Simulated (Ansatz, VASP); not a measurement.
# Cross-check of PtSe2 (1T-PtSe2 5 layers, AA) between VASP and Ansatz, part 2 of 2

Wanted: the spread between two codes on one cell, functional and k mesh. The structure shown is the start of the Ansatz relaxation below; VASP solves that cell, so the two are compared at the walk's first step.

VASP 6.6.1 and Ansatz 0.2.0.

So far: The starting structure; Ansatz: relaxation, PBE with D3(BJ).

### 3. VASP: single point, PBE with D3(BJ), start cell

Level of this step: PBE with D3(BJ); plane waves and PAW (Se, Pt) (VASP).

The same cell, functional, mesh and smearing now go to VASP, with its own data sets.

Lines of VASP's logs that name or quote its potential files are left out, and so is its time.

Contents of INCAR:

```
SYSTEM = PtSe2
PREC = Accurate
ENCUT = 400
EDIFF = 1E-06
NELM = 120
ISMEAR = -1
SIGMA = 0.05
LREAL = .FALSE.
ALGO = Normal
GGA = PE
IVDW = 12
NBANDS = 70
LASPH = .TRUE.
LORBIT = 11
LWAVE = .FALSE.
LCHARG = .FALSE.
ISIF = 2
LDIPOL = .TRUE.
IDIPOL = 3
DIPOL = 0.5 0.5 0.5
LVHAR = .TRUE.
GGA_COMPAT = .FALSE.
NELMDL = -8
KPAR = 4
```

Contents of POSCAR:

```
PtSe2
1.0
    3.7500000000      0.0000000000      0.0000000000
   -1.8750000000      3.2475950000      0.0000000000
    0.0000000000      0.0000000000     78.4385890000
Se Pt
10 5
Direct
    0.6666667180      0.3333334360      0.3486804180
    0.3333334360      0.6666668719      0.3775911624
    0.6666667180      0.3333334360      0.4171125261
    0.3333334360      0.6666668719      0.4460232705
    0.6666667180      0.3333334360      0.4855446342
    0.3333334360      0.6666668719      0.5144553658
    0.6666667180      0.3333334360      0.5539767295
    0.3333334360      0.6666668719      0.5828874739
    0.6666667180      0.3333334360      0.6224088376
    0.3333334360      0.6666668719      0.6513195820
    0.0000000000      0.0000000000      0.3631357902
    0.0000000000      0.0000000000      0.4315678983
    0.0000000000      0.0000000000      0.4999999936
    0.0000000000      0.0000000000      0.5684321017
    0.0000000000      0.0000000000      0.6368642098
```

Contents of KPOINTS:

```
Automatic mesh
0
Gamma
12 12 1
0 0 0
```

Potentials, in the order of the species: Se and Pt (PBE family, release 64).

Started as:

```bash
$ mpirun -np 4 vasp_std
```

Numbers of over 12 decimals in the logs are rounded to 6 here.

Output:

```text
[banner, memory and clock lines left out]
running    4 mpi-ranks, on    1 nodes
 distrk:  each k-point on    1 cores,    4 groups
 distr:  one band on    1 cores,    1 groups

 POSCAR found type information on POSCAR SePt
 POSCAR found :  2 types and      15 ions
 LDA part: xc-table for (Slater+PW92), standard interpolation
|                                                                             |
|           W    W    AA    RRRRR   N    N  II  N    N   GGGG   !!!           |
|           W    W   A  A   R    R  NN   N  II  NN   N  G    G  !!!           |
|           W    W  A    A  R    R  N N  N  II  N N  N  G       !!!           |
|           W WW W  AAAAAA  RRRRR   N  N N  II  N  N N  G  GGG   !            |
|           WW  WW  A    A  R   R   N   NN  II  N   NN  G    G                |
|           W    W  A    A  R    R  N    N  II  N    N   GGGG   !!!           |
|                                                                             |
|     One of the lattice vectors is very long (>50 A), but AMIN is rather     |
|     large. This can spoil convergence since charge sloshing might occur     |
|     along the long lattice vector. If problems with convergence are         |
|     observed, try to decrease AMIN to a smaller value (e.g. 0.01).          |
|     Note: This warning only applies if the self-consistency cycle is        |
|     used.                                                                   |
|                                                                             |

 POSCAR, INCAR and KPOINTS ok, starting setup
 FFT: planning ... GRIDC
 FFT: planning ... GRID_SOFT
 FFT: planning ... GRID
 WAVECAR not read
 entering main loop
       N       E                     dE             d eps       ncg     rms          rms(c)
DAV:   1     0.829392599818E+03    0.82939E+03   -0.34658E+04  2716   0.985E+02
DAV:   2     0.317367904080E+02   -0.79766E+03   -0.75931E+03  3746   0.217E+02
DAV:   3    -0.709095152910E+02   -0.10265E+03   -0.10033E+03  3258   0.826E+01
DAV:   4    -0.738644108555E+02   -0.29549E+01   -0.29086E+01  3232   0.151E+01
DAV:   5    -0.739437264782E+02   -0.79316E-01   -0.79105E-01  3298   0.235E+00
DAV:   6    -0.739462572610E+02   -0.25308E-02   -0.25293E-02  3360   0.431E-01
DAV:   7    -0.739463579423E+02   -0.10068E-03   -0.10066E-03  3444   0.819E-02
DAV:   8    -0.739463614751E+02   -0.35328E-05   -0.35324E-05  3212   0.143E-02    0.329E+01
DAV:   9    -0.704148706000E+02    0.35315E+01   -0.21171E+01  2828   0.246E+01    0.186E+01
DAV:  10    -0.699966023476E+02    0.41827E+00   -0.66814E+00  2780   0.145E+01    0.749E+00
DAV:  11    -0.696437496927E+02    0.35285E+00   -0.51107E-01  2806   0.434E+00    0.175E+00
DAV:  12    -0.696191494990E+02    0.24600E-01   -0.22495E-01  2950   0.222E+00    0.479E-01
DAV:  13    -0.696203203554E+02   -0.11709E-02   -0.15366E-02  2964   0.435E-01    0.492E-01
DAV:  14    -0.696206210409E+02   -0.30069E-03   -0.46911E-04  3292   0.783E-02    0.446E-01
DAV:  15    -0.696211737449E+02   -0.55270E-03   -0.10315E-02  2942   0.367E-01    0.400E-01
DAV:  16    -0.696208813164E+02    0.29243E-03   -0.60212E-04  2866   0.922E-02    0.383E-01
DAV:  17    -0.696203218501E+02    0.55947E-03   -0.40740E-04  2852   0.563E-02    0.244E-01
DAV:  18    -0.696200588896E+02    0.26296E-03   -0.36866E-04  3006   0.473E-02    0.120E-01
DAV:  19    -0.696200293504E+02    0.29539E-04   -0.23916E-05  3264   0.168E-02    0.935E-02
DAV:  20    -0.696200033151E+02    0.26035E-04   -0.23339E-05  2848   0.125E-02    0.540E-02
DAV:  21    -0.696199864635E+02    0.16852E-04   -0.42181E-05  2964   0.159E-02    0.746E-03
DAV:  22    -0.696199861986E+02    0.26497E-06   -0.14587E-06  1720   0.401E-03
   1 F= -.75753118E+02 E0= -.75752028E+02  d E =-.217932E-02
```

From OUTCAR (step 3):

```text
ion  position               nearest neighbor table
   1  0.667  0.333  0.349-  11 2.44  11 2.44  11 2.44
   2  0.333  0.667  0.378-  11 2.44  11 2.44  11 2.44
   3  0.667  0.333  0.417-  12 2.44  12 2.44  12 2.44
   4  0.333  0.667  0.446-  12 2.44  12 2.44  12 2.44
   5  0.667  0.333  0.486-  13 2.44  13 2.44  13 2.44
   6  0.333  0.667  0.514-  13 2.44  13 2.44  13 2.44
   7  0.667  0.333  0.554-  14 2.44  14 2.44  14 2.44
   8  0.333  0.667  0.583-  14 2.44  14 2.44  14 2.44
   9  0.667  0.333  0.622-  15 2.44  15 2.44  15 2.44
  10  0.333  0.667  0.651-  15 2.44  15 2.44  15 2.44
  11  0.000  0.000  0.363-   1 2.44   2 2.44   2 2.44   1 2.44   1 2.44   2 2.44
  12  0.000  0.000  0.432-   3 2.44   4 2.44   4 2.44   3 2.44   3 2.44   4 2.44
  13  0.000  0.000  0.500-   5 2.44   5 2.44   5 2.44   6 2.44   6 2.44   6 2.44
  14  0.000  0.000  0.568-   7 2.44   8 2.44   8 2.44   7 2.44   7 2.44   8 2.44
  15  0.000  0.000  0.637-   9 2.44  10 2.44  10 2.44   9 2.44   9 2.44  10 2.44

  LATTYP: Found a hexagonal cell.
 ALAT       =     3.7500000000
 C/A-ratio  =    20.9169570667

 Subroutine GETGRP returns: Found 12 space group operations
 (whereof 12 operations were pure point group operations)

The static configuration has the point symmetry D_3d.

 Found     19 irreducible k-points:

   k-points           NKPTS =     19   k-points in BZ     NKDIM =     19   number of bands    NBANDS=     70

   dimension x,y,z NGX =    24 NGY =   24 NGZ =  512
   dimension x,y,z NGXF=    48 NGYF=   48 NGZF= 1024

   ENCUT  =  400.0 eV  29.40 Ry    5.42 a.u.   6.12  6.12127.91*2*pi/ulx,y,z

   NELECT =     110.0000    total number of electrons

 k-points in reciprocal lattice and weights: Automatic mesh
   0.00000000  0.00000000  0.00000000       0.007
   0.08333333  0.00000000  0.00000000       0.042
   0.16666667  0.00000000  0.00000000       0.042
   0.25000000 -0.00000000  0.00000000       0.042
   0.33333333 -0.00000000  0.00000000       0.042
   0.41666667 -0.00000000  0.00000000       0.042
   0.50000000 -0.00000000  0.00000000       0.021
   0.08333333  0.08333333  0.00000000       0.042
   0.16666667  0.08333333  0.00000000       0.083
[...]
0.33333333  0.25000000  0.00000000       0.083
   0.33333333  0.33333333  0.00000000       0.014

 dipolmoment           0.000000      0.000000      0.000003 electrons x Angstroem

 average (electrostatic) potential at core
       1 -60.3308       2 -60.3801       3 -60.4028       4 -60.4036       5 -60.4081
       6 -60.4081       7 -60.4035       8 -60.4027       9 -60.3800      10 -60.3307
      11 -76.5464      12 -76.5800      13 -76.5843      14 -76.5800      15 -76.5464

 E-fermi :  -1.1484

 k-point     1 :       0.0000    0.0000    0.0000
  band No.  band energies     occupation
    ...
     51      -2.4229      2.00000
     52      -2.4229      2.00000
     53      -2.3004      2.00000
     54      -1.9441      2.00000
     55      -1.6680      1.99994
     56       0.9502      0.00000
     57       0.9502      0.00000
     58       1.0260      0.00000
     59       1.0260      0.00000
     60       1.1177      0.00000
    ...

 k-point     2 :       0.0833    0.0000    0.0000
  band No.  band energies     occupation
    ...
     51      -2.3836      2.00000
     52      -2.0031      2.00000
     53      -1.8722      2.00000
     54      -1.6836      1.99996
     55      -1.5121      1.99862
     56       0.3886      0.00000
     57       0.4735      0.00000
     58       0.5822      0.00000
     59       0.6834      0.00000
     60       0.7421      0.00000
    ...

 k-point     3 :       0.1667    0.0000    0.0000
  band No.  band energies     occupation
    ...
     51      -2.3249      2.00000
     52      -1.9222      2.00000
     53      -1.7564      1.99999
     54      -1.5456      1.99929
     55      -1.3464      1.96261
     56      -0.3394      0.00000
     57      -0.2890      0.00000
     58      -0.2748      0.00000
     59      -0.2144      0.00000
     60      -0.1563      0.00000
    ...

 Edisp (eV)   -6.13313

  Total      20.55031    20.55031    19.87167     0.00000     0.00000     0.00000
  in kB      34.46721    34.46720    33.32897     0.00000     0.00000     0.00000
  external pressure =       34.09 kB  Pullay stress =        0.00 kB

  energy-cutoff  :      400.00
  volume of cell :      955.26
      direct lattice vectors                 reciprocal lattice vectors
     3.750000000  0.000000000  0.000000000     0.266666667  0.153960084  0.000000000
    -1.875000000  3.247595000  0.000000000     0.000000000  0.307920169  0.000000000
     0.000000000  0.000000000 78.438589000     0.000000000  0.000000000  0.012748827

 POSITION                                       TOTAL-FORCE (eV/Angst)
 -----------------------------------------------------------------------------------
      1.87500      1.08253     27.35000         0.000000     -0.000000     -2.146295
      0.00000      2.16506     29.61772        -0.000000     -0.000000      2.167708
      1.87500      1.08253     32.71772        -0.000000     -0.000000     -2.173736
      0.00000      2.16506     34.98544         0.000000     -0.000000      2.174438
      1.87500      1.08253     38.08544         0.000000      0.000000     -2.174695
      0.00000      2.16506     40.35315        -0.000000     -0.000000      2.174695
      1.87500      1.08253     43.45315        -0.000000      0.000000     -2.174438
      0.00000      2.16506     45.72087         0.000000      0.000000      2.173736
      1.87500      1.08253     48.82087         0.000000      0.000000     -2.167708
      0.00000      2.16506     51.08859         0.000000      0.000000      2.146295
      0.00000      0.00000     28.48386        -0.000000     -0.000000      0.188105
      0.00000      0.00000     33.85158         0.000000     -0.000000      0.006445
      0.00000      0.00000     39.21929         0.000000      0.000000     -0.000000
      0.00000      0.00000     44.58701        -0.000000      0.000000     -0.006445
      0.00000      0.00000     49.95473         0.000000      0.000000     -0.188105
 -----------------------------------------------------------------------------------
    total drift:                               -0.000000     -0.001513      0.000429

  FREE ENERGIE OF THE ION-ELECTRON SYSTEM (eV)
  ---------------------------------------------------
  free  energy   TOTEN  =       -75.7531180106 eV

  energy  without entropy=      -75.7509386938  energy(sigma->0) =      -75.75202835

 vacuum level on the upper side and lower side of the slab         3.598         3.598

 total charge
# of ion       s       p       d       tot
------------------------------------------
    1        1.477   2.298   0.077   3.851
    2        1.479   2.292   0.079   3.850
    3        1.479   2.291   0.079   3.850
    4        1.479   2.292   0.079   3.850
    5        1.479   2.291   0.079   3.850
    6        1.479   2.291   0.079   3.850
    7        1.479   2.292   0.079   3.850
    8        1.479   2.291   0.079   3.850
    9        1.479   2.292   0.079   3.850
   10        1.477   2.298   0.077   3.851
   11        0.723   0.818   8.080   9.621
   12        0.723   0.817   8.082   9.622
   13        0.723   0.817   8.082   9.622
   14        0.723   0.817   8.082   9.622
   15        0.723   0.818   8.080   9.621
--------------------------------------------------
tot         18.403  27.015  41.194  86.612

[... 3 further parts left out ...]
```

### 4. Comparison

Known differences besides the potentials themselves: Ansatz cuts the interaction across the vacuum, VASP repeats the sheet with a dipole correction; the data sets hold 250 valence electrons in Ansatz (on its default PAW (the set named soft_2) files) and 110 in VASP; the cutoff is 420 eV in Ansatz and 400 eV in VASP. Total energies have different zeros and are not compared.

Forces on 8 of the 15 atoms, those with the largest forces and the largest differences (eV/Å; atoms numbered as in POSCAR):

```csv
atom,"Ansatz x, y, z","VASP x, y, z"
Se2,"0.000, 0.000, 2.161","0.000, 0.000, 2.168"
Se3,"0.000, 0.000, -2.167","0.000, 0.000, -2.174"
Se4,"0.000, 0.000, 2.168","0.000, 0.000, 2.174"
Se5,"0.000, 0.000, -2.168","0.000, 0.000, -2.175"
Se6,"0.000, 0.000, 2.168","0.000, 0.000, 2.175"
Se7,"0.000, 0.000, -2.168","0.000, 0.000, -2.174"
Se8,"0.000, 0.000, 2.167","0.000, 0.000, 2.174"
Se9,"0.000, 0.000, -2.161","0.000, 0.000, -2.168"
```

The forces differ by 2.9 meV/Å r.m.s., which is 0.3 % of the r.m.s. force of 1.022 eV/Å (both taken over all components). With vacuum in the cell, a pressure given here is an average over mostly empty space and none of the material.

### 5. Outcome

* r.m.s. force difference (single point, PBE with D3(BJ), start cell): 0.29 % of the r.m.s. force

In words: The r.m.s. force difference is 0.29 % of the r.m.s. force (single point, PBE with D3(BJ), start cell), within the 3 % picked in this series as the mark of a large difference. The data sets hold unlike numbers of valence electrons (250 in Ansatz and 110 in VASP), so part of the differences comes from the potentials. 1 further run of this series is not shown here. Such differences can come from data sets, numerical settings and the points named under the comparisons, not from the functional's error against experiment.

[Lines on the potential files, build, host, timing and source positions are cut from VASP's logs without a mark.]

[Logs are printed without paths, hosts, clocks, repeated set-up lines and the standing remarks that a program may print on its own settings, such as how far it seeks lower states.]

[Hosts, paths, dates, database ids (printed as entryN), source tags and the programs' standing remarks are cut or masked in the printed files.]
